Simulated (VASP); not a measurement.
Computed with PBE GGA, VASP's PBE PAW potentials (set 64) (plane waves; VASP).

VASP ran on this input.

**INCAR**
```
# general
SYSTEM =Dy
PREC   =Accurate
ENCUT  =750   # plane-wave cut-off (eV)
LREAL  =.FALSE.   # projection in real space or not
LASPH  =.TRUE.   # aspherical one-centre terms

# electronic loop
EDIFF  =1E-6
NELM   =100   # most electronic steps
ALGO   =Normal   # blocked Davidson
LMAXMIX=6   # l cut-off of mixed one-centre charges

# smearing
ISMEAR =1   # Methfessel-Paxton
SIGMA  =0.1   # width (eV)

# functional
GGA    =PE   # PBE

# ions
ISIF   =2   # forces and stress, cell fixed

# output
LWAVE  =.FALSE.
LCHARG =.FALSE.
```

### KPOINTS
```
Automatic mesh
0
Gamma
11 11 6
0 0 0
```

POSCAR:
```
Dy
1
    1.7893940000    -3.1207340000     0.0000000000
    1.7893940000     3.1207340000     0.0000000000
    0.0000000000     0.0000000000     5.5930390000
Dy
2
Direct
  0.3333330000   0.6666670000   0.2500000000
  0.6940780000   0.3607440000   0.7500000000
```

POTCAR, in this order: Dy_3 (PBE.64 set). Program: vasp_std.

The 4f electrons are frozen in the core of the lanthanide potential, so 4f levels, which can set the real gap, and their magnetism are missing.

Task: What does the run give for the energy per atom (σ→0), largest force, band gap (on the k-mesh)?

Result: 
```
Item                                                         Value
------------------------  ----------------------------------------
energy per atom (σ→0)                               -4.532 eV/atom
band gap (on the k-mesh)  none (metal, semimetal or under 0.01 eV)
largest force                                           0.130 eV/Å
```

### OSZICAR
```
...
DAV:   5    -0.905370678614E+01   -0.56972E-02   -0.56726E-02  8973   0.138E+00    0.243E+01
DAV:   6    -0.905586145769E+01   -0.21547E-02   -0.23724E-02  9744   0.144E+00    0.145E+01
DAV:   7    -0.906468865687E+01   -0.88272E-02   -0.42535E-02  9463   0.197E+00    0.244E-01
DAV:   8    -0.906438338563E+01    0.30527E-03   -0.24010E-03  7994   0.411E-01    0.638E-02
DAV:   9    -0.906439604652E+01   -0.12661E-04   -0.21446E-04  8141   0.135E-01    0.318E-02
DAV:  10    -0.906438950740E+01    0.65391E-05   -0.32684E-05  8185   0.465E-02    0.371E-02
DAV:  11    -0.906439042489E+01   -0.91749E-06   -0.33824E-06  7104   0.159E-02
   1 F= -.90643904E+01 E0= -.90649768E+01  d E =0.175913E-02
```

The compound is Dy in the hcp structure. The cell was not relaxed at this level, atoms are displaced from their ideal sites. The run is one of a series of settings (ENCUT = 750 against the base run), some of them coarse on purpose.
